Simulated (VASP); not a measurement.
Input:

```
MgI2
1.0
    2.11610    -3.68260     0.00000
    2.11610     3.68260     0.00000
    0.00000     0.00000     6.76945
Mg I
1 2
Direct
  0.00000   0.00000   0.00000
  0.33333   0.66667   0.24200
  0.68242   0.34909   0.75800
```

The numbers are results of PBE GGA, VASP's PBE PAW potentials (set 64) (plane waves; VASP 6.6.1), not measurements. Run with 400 eV cut-off, KSPACING 0.35 per Å, Gaussian smearing of 0.050 eV, potentials Mg I.

Q: Estimate the energy per atom (σ→0), largest force.

A: 
| Item | Result |
|---|---|
| energy per atom (σ→0) | -2.564 eV/atom |
| largest force | 0.101 eV/Å |

The compound is MgI2 in the 1T layered structure. The cell was not relaxed at this level, atoms are displaced from their ideal sites. The run is one of a series of settings (KGAMMA = .TRUE., KSPACING = 0.35, KPOINTS file removed against the base run), some of them coarse on purpose.
